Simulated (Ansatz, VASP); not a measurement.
# Al13C42N13 (graphene/h-AlN heterobilayer): VASP beside Ansatz, part 2 of 3

Wanted: the spread between two codes on one cell, functional and k mesh. The cell is taken from a series of runs on this material, whose earlier steps may have relaxed, scaled, displaced or heated it; both programs get it as it stands.

VASP 6.6.1 and Ansatz 0.2.0.

So far: Set-up; Ansatz: single point, LDA, pair 1.

### Step 3. VASP: single point, LDA, pair 1

Level of this step: LDA; plane waves and PAW (C, Al, N) (VASP).

The same cell, functional (in two slightly different forms), mesh and smearing now go to VASP, with its own data sets.

Lines of VASP's logs that name or quote its potential files are left out, and so is its time.

File INCAR:

```
SYSTEM = Al13C42N13
PREC = Accurate
ENCUT = 520
EDIFF = 1E-06
NELM = 120
ISMEAR = -1
SIGMA = 0.025
LREAL = Auto
ALGO = Normal
GGA = PW92
NBANDS = 184
LORBIT = 11
LWAVE = .FALSE.
LCHARG = .FALSE.
ISIF = 2
LASPH = .TRUE.
GGA_COMPAT = .FALSE.
KPAR = 4
```

File POSCAR:

```
Al13C42N13
1.0
   11.2793000000      0.0000000000      0.0000000000
   -5.6396500000      9.7681600000      0.0000000000
    0.0000000000      0.0000000000     19.4400000000
C Al N
42 13 13
Direct
    0.0953000000      0.1426100000      0.4103800000
    0.1428500000      0.0472700000      0.4104800000
    0.1428300000      0.3806500000      0.4105700000
    0.1904400000      0.2853100000      0.4104200000
    0.1904300000      0.6187200000      0.4107100000
    0.2380000000      0.5235200000      0.4104400000
    0.2380100000      0.8568300000      0.4114500000
    0.2856300000      0.7615800000      0.4115200000
    0.2855600000      0.0949900000      0.4117800000
    0.3331500000      0.9996300000      0.4126500000
    0.3332800000      0.3330100000      0.4108600000
    0.3808200000      0.2377600000      0.4119300000
    0.3809300000      0.5711600000      0.4105200000
    0.4285800000      0.4759300000      0.4104700000
    0.4284900000      0.8091500000      0.4122200000
    0.4761400000      0.7139100000      0.4111800000
    0.4760900000      0.0473400000      0.4137900000
    0.5237200000      0.9521200000      0.4134800000
    0.5237700000      0.2855400000      0.4127000000
    0.5714500000      0.1902500000      0.4138500000
    0.5713200000      0.5235500000      0.4105600000
    0.6189400000      0.4282600000      0.4115500000
    0.6190300000      0.7615200000      0.4108300000
    0.6666500000      0.6663500000      0.4100300000
    0.6666400000      0.9996800000      0.4130100000
    0.7142700000      0.9043700000      0.4114900000
    0.7142600000      0.2378000000      0.4134300000
    0.7618700000      0.1425000000      0.4131300000
    0.7617700000      0.4758800000      0.4111800000
    0.8094600000      0.3806800000      0.4121400000
    0.8094900000      0.7139700000      0.4094900000
    0.8570200000      0.6186400000      0.4098900000
    0.8571500000      0.9520100000      0.4104700000
    0.9047200000      0.8567100000      0.4095300000
    0.9048600000      0.1901800000      0.4118300000
    0.9523600000      0.0948700000      0.4108100000
    0.9523900000      0.4283400000      0.4113100000
    0.9999900000      0.3330100000      0.4112300000
    0.9998600000      0.6663500000      0.4099000000
    0.0475100000      0.5711100000      0.4104800000
    0.0476200000      0.9044400000      0.4097600000
    0.0951500000      0.8091600000      0.4101000000
    0.1142000000      0.3703200000      0.6295400000
    0.1911500000      0.6780400000      0.6295100000
    0.2681200000      0.9857200000      0.6296000000
    0.3450500000      0.2933500000      0.6296500000
    0.4218500000      0.6011300000      0.6298300000
    0.4987500000      0.9088800000      0.6294300000
    0.5757400000      0.2164000000      0.6295500000
    0.6525500000      0.5240400000      0.6297700000
    0.7294100000      0.8319200000      0.6297800000
    0.8063600000      0.1395300000      0.6294900000
    0.8833600000      0.4470900000      0.6294700000
    0.9603000000      0.7549400000      0.6297800000
    0.0372700000      0.0626900000      0.6298700000
    0.1655200000      0.2421000000      0.6297900000
    0.2423200000      0.5497800000      0.6297900000
    0.3192500000      0.8574600000      0.6297700000
    0.3962800000      0.1651300000      0.6300000000
    0.4731300000      0.4728600000      0.6299600000
    0.5500300000      0.7806200000      0.6298600000
    0.6270000000      0.0882500000      0.6300700000
    0.7039100000      0.3959200000      0.6300000000
    0.7807700000      0.7036600000      0.6297800000
    0.8577900000      0.0113600000      0.6298700000
    0.9346700000      0.3189600000      0.6297000000
    0.0115400000      0.6266900000      0.6294800000
    0.0885300000      0.9344200000      0.6298700000
```

File KPOINTS:

```
Automatic mesh
0
Gamma
3 3 1
0 0 0
```

PAW data sets: C, Al and N (LDA family, release 64).

The run is started by

```console
mpirun -np 8 vasp_std
```

Numbers of over 12 decimals in the logs are rounded to 6 here.

The program printed:

```text
[banner, memory and clock lines left out]
running    8 mpi-ranks, on    1 nodes
[...]
|                                                                             |
|           W    W    AA    RRRRR   N    N  II  N    N   GGGG   !!!           |
|           W    W   A  A   R    R  NN   N  II  NN   N  G    G  !!!           |
|           W    W  A    A  R    R  N N  N  II  N N  N  G       !!!           |
|           W WW W  AAAAAA  RRRRR   N  N N  II  N  N N  G  GGG   !            |
|           WW  WW  A    A  R   R   N   NN  II  N   NN  G    G                |
|           W    W  A    A  R    R  N    N  II  N    N   GGGG   !!!           |
|                                                                             |
|     For optimal performance we recommend to set                             |
|       NCORE = 2 up to number-of-cores-per-socket                            |
|     NCORE specifies how many cores store one orbital (NPAR=cpu/NCORE).      |
|     This setting can greatly improve the performance of VASP for DFT.       |
[...]
|                                                                             |
|     You enforced a specific xc type in the INCAR file but a different       |
|     [... a line on the potential file left out ...]
|     I HOPE YOU KNOW WHAT YOU ARE DOING!                                     |
|                                                                             |

 LDA part: xc-table for (Slater(with rela. corr.)+PW92), standard interpolation
 POSCAR, INCAR and KPOINTS ok, starting setup
[...]
entering main loop
       N       E                     dE             d eps       ncg     rms          rms(c)
DAV:   1     0.216801737843E+04    0.21680E+04   -0.10685E+05  1896   0.116E+03
DAV:   2    -0.268085939899E+03   -0.24361E+04   -0.23104E+04  2640   0.279E+02
DAV:   3    -0.686504993018E+03   -0.41842E+03   -0.41456E+03  2200   0.118E+02
DAV:   4    -0.702947734961E+03   -0.16443E+02   -0.16376E+02  2232   0.279E+01
[...]
DAV:  24    -0.621058265711E+03   -0.28087E-05   -0.68573E-08  1360   0.425E-04    0.179E-04
DAV:  25    -0.621058267621E+03   -0.19094E-05   -0.30054E-08  1352   0.271E-04    0.153E-04
DAV:  26    -0.621058268527E+03   -0.90587E-06   -0.86176E-10  1360   0.152E-04
   1 F= -.62105827E+03 E0= -.62105062E+03  d E =-.153067E-01
```

From OUTCAR (step 3):

```text
 POSITION                                       TOTAL-FORCE (eV/Angst)
 -----------------------------------------------------------------------------------
      0.27065      1.39304      7.97779        -0.020770     -0.051169      0.022462
      1.34466      0.46174      7.97973        -0.042801      0.016670      0.017061
     -0.53571      3.71825      7.98148        -0.001392     -0.012705     -0.010039
      0.53898      2.78695      7.97856        -0.027479      0.051973      0.048745
     -1.34145      6.04376      7.98420        -0.030249      0.003872      0.001724
     -0.26800      5.11383      7.97895         0.033666     -0.009378      0.047894
     -2.14764      8.36965      7.99859         0.004290     -0.007261      0.020729
     -1.07334      7.43924      7.99995         0.030036     -0.004423      0.010027
      2.68521      0.92788      8.00500         0.065516     -0.050149      0.019884
     -1.87986      9.76455      8.02192         0.014730      0.028436     -0.018563
      1.88111      3.25289      7.98712         0.013033      0.017829     -0.002631
      2.95450      2.32248      8.00792         0.019150      0.040302      0.008565
      1.07548      5.57918      7.98051        -0.016220     -0.016042      0.005805
      2.15000      4.64896      7.97954        -0.031490     -0.024293      0.047429
[...]
-----------------------------------------------------------------------------------
    total drift:                                0.000544     -0.030077     -0.095272

  FREE ENERGIE OF THE ION-ELECTRON SYSTEM (eV)
  ---------------------------------------------------
  free  energy   TOTEN  =      -621.0582685267 eV

  energy  without entropy=     -621.0429618311  energy(sigma->0) =     -621.05061518

[... 1 further part left out ...]
```

### Step 4. Side by side

Known differences besides the potentials themselves: the cutoff is 420 eV in Ansatz and 520 eV in VASP (PREC = Accurate, projectors in real space); VASP's log shows a relativistic correction to its local exchange, Ansatz's none. Total energies have different zeros and are not compared.

Forces on 10 of the 68 atoms, those with the largest forces and the largest differences (eV/Å; atoms numbered as in POSCAR):

```
atom         Ansatz x, y, z           VASP x, y, z
  C1  -0.022, -0.052, 0.026  -0.021, -0.051, 0.022
  C4   -0.026, 0.052, 0.053   -0.027, 0.052, 0.049
  C6   0.035, -0.009, 0.052   0.034, -0.009, 0.048
  C9   0.066, -0.048, 0.015   0.066, -0.050, 0.020
 C14  -0.032, -0.024, 0.051  -0.031, -0.024, 0.047
 C24   -0.015, 0.004, 0.031   -0.019, 0.011, 0.029
 C35  -0.053, -0.033, 0.004  -0.051, -0.033, 0.005
 C39   0.023, -0.024, 0.041   0.024, -0.017, 0.049
 C42   -0.010, 0.019, 0.027   -0.013, 0.027, 0.023
Al51  0.044, -0.010, -0.047  0.048, -0.010, -0.046
```

The forces differ by 2.7 meV/Å r.m.s., which is 11.2 % of the r.m.s. force of 0.024 eV/Å (both taken over all components). With vacuum in the cell, a pressure given here is an average over mostly empty space and none of the material.

### Step 5. VASP: single point, LDA, pair 2

A single point gives forces, pressure and levels at one fixed geometry, so differences don't come from the geometry; what else differs is listed under the comparison.

INCAR is that of step 3.

Edit POSCAR of step 3 so:

```diff
@@ -50,27 +50,27 @@
     0.0951500000      0.8091600000      0.4101000000
-    0.1142000000      0.3703200000      0.6295400000
-    0.1911500000      0.6780400000      0.6295100000
-    0.2681200000      0.9857200000      0.6296000000
-    0.3450500000      0.2933500000      0.6296500000
-    0.4218500000      0.6011300000      0.6298300000
-    0.4987500000      0.9088800000      0.6294300000
-    0.5757400000      0.2164000000      0.6295500000
-    0.6525500000      0.5240400000      0.6297700000
-    0.7294100000      0.8319200000      0.6297800000
-    0.8063600000      0.1395300000      0.6294900000
-    0.8833600000      0.4470900000      0.6294700000
-    0.9603000000      0.7549400000      0.6297800000
-    0.0372700000      0.0626900000      0.6298700000
-    0.1655200000      0.2421000000      0.6297900000
-    0.2423200000      0.5497800000      0.6297900000
-    0.3192500000      0.8574600000      0.6297700000
-    0.3962800000      0.1651300000      0.6300000000
-    0.4731300000      0.4728600000      0.6299600000
-    0.5500300000      0.7806200000      0.6298600000
-    0.6270000000      0.0882500000      0.6300700000
-    0.7039100000      0.3959200000      0.6300000000
-    0.7807700000      0.7036600000      0.6297800000
-    0.8577900000      0.0113600000      0.6298700000
-    0.9346700000      0.3189600000      0.6297000000
-    0.0115400000      0.6266900000      0.6294800000
-    0.0885300000      0.9344200000      0.6298700000
+    0.1142000000      0.3703200000      0.6706900000
+    0.1911500000      0.6780400000      0.6706600000
+    0.2681200000      0.9857200000      0.6707500000
+    0.3450500000      0.2933500000      0.6708000000
+    0.4218500000      0.6011300000      0.6709800000
+    0.4987500000      0.9088800000      0.6705800000
+    0.5757400000      0.2164000000      0.6707000000
+    0.6525500000      0.5240400000      0.6709200000
+    0.7294100000      0.8319200000      0.6709300000
+    0.8063600000      0.1395300000      0.6706400000
+    0.8833600000      0.4470900000      0.6706200000
+    0.9603000000      0.7549400000      0.6709300000
+    0.0372700000      0.0626900000      0.6710200000
+    0.1655200000      0.2421000000      0.6709400000
+    0.2423200000      0.5497800000      0.6709400000
+    0.3192500000      0.8574600000      0.6709200000
+    0.3962800000      0.1651300000      0.6711500000
+    0.4731300000      0.4728600000      0.6711100000
+    0.5500300000      0.7806200000      0.6710100000
+    0.6270000000      0.0882500000      0.6712200000
+    0.7039100000      0.3959200000      0.6711500000
+    0.7807700000      0.7036600000      0.6709300000
+    0.8577900000      0.0113600000      0.6710200000
+    0.9346700000      0.3189600000      0.6708500000
+    0.0115400000      0.6266900000      0.6706300000
+    0.0885300000      0.9344200000      0.6710200000
```

KPOINTS is that of step 3.

The run is started by

```console
mpirun -np 8 vasp_std
```

The program printed:

```text
[banner, memory and clock lines left out]
running    8 mpi-ranks, on    1 nodes
[...]
[... a notice as in an earlier step ...]

 [... a notice as in an earlier step ...]

 LDA part: xc-table for (Slater(with rela. corr.)+PW92), standard interpolation
 POSCAR, INCAR and KPOINTS ok, starting setup
[...]
entering main loop
       N       E                     dE             d eps       ncg     rms          rms(c)
DAV:   1     0.214501280645E+04    0.21450E+04   -0.10680E+05  1904   0.116E+03
DAV:   2    -0.273866469603E+03   -0.24189E+04   -0.22989E+04  2648   0.277E+02
DAV:   3    -0.687334938238E+03   -0.41347E+03   -0.40984E+03  2168   0.117E+02
DAV:   4    -0.703441334853E+03   -0.16106E+02   -0.16042E+02  2240   0.277E+01
[...]
DAV:  24    -0.620707146753E+03   -0.38715E-05   -0.81908E-08  1336   0.493E-04    0.446E-04
DAV:  25    -0.620707151157E+03   -0.44041E-05   -0.18751E-07  1304   0.685E-04    0.496E-04
DAV:  26    -0.620707151506E+03   -0.34939E-06   -0.20864E-08  1360   0.343E-04
   1 F= -.62070715E+03 E0= -.62069950E+03  d E =-.153067E-01
```

From OUTCAR (step 5):

```text
 POSITION                                       TOTAL-FORCE (eV/Angst)
 -----------------------------------------------------------------------------------
      0.27065      1.39304      7.97779        -0.021388     -0.055754      0.012788
      1.34466      0.46174      7.97973        -0.043536      0.020541      0.008482
     -0.53571      3.71825      7.98148        -0.003787     -0.014233     -0.021543
      0.53898      2.78695      7.97856        -0.028100      0.055457      0.041267
     -1.34145      6.04376      7.98420        -0.032991      0.008002     -0.008897
     -0.26800      5.11383      7.97895         0.034847     -0.011191      0.040573
     -2.14764      8.36965      7.99859         0.004212     -0.003332      0.010627
     -1.07334      7.43924      7.99995         0.032086     -0.007393     -0.001170
      2.68521      0.92788      8.00500         0.068964     -0.052116      0.008776
     -1.87986      9.76455      8.02192         0.014392      0.029090     -0.033593
      1.88111      3.25289      7.98712         0.017159      0.015262     -0.014101
      2.95450      2.32248      8.00792         0.016233      0.042619     -0.003830
      1.07548      5.57918      7.98051        -0.014416     -0.012871     -0.005339
      2.15000      4.64896      7.97954        -0.035045     -0.025457      0.039562
[...]
-----------------------------------------------------------------------------------
    total drift:                                0.002063     -0.029715     -0.095138

  FREE ENERGIE OF THE ION-ELECTRON SYSTEM (eV)
  ---------------------------------------------------
  free  energy   TOTEN  =      -620.7071515063 eV

  energy  without entropy=     -620.6918448104  energy(sigma->0) =     -620.69949816

[... 1 part as in an earlier step ...]
```

(Part 2 of 3 ends here.)

[Lines on the potential files, build, host, timing and source positions are cut from VASP's logs without a mark.]

[Logs are printed without paths, hosts, clocks, repeated set-up lines and the standing remarks that a program may print on its own settings, such as how far it seeks lower states.]

[Hosts, paths, dates, database ids (printed as entryN), source tags and the programs' standing remarks are cut or masked in the printed files.]
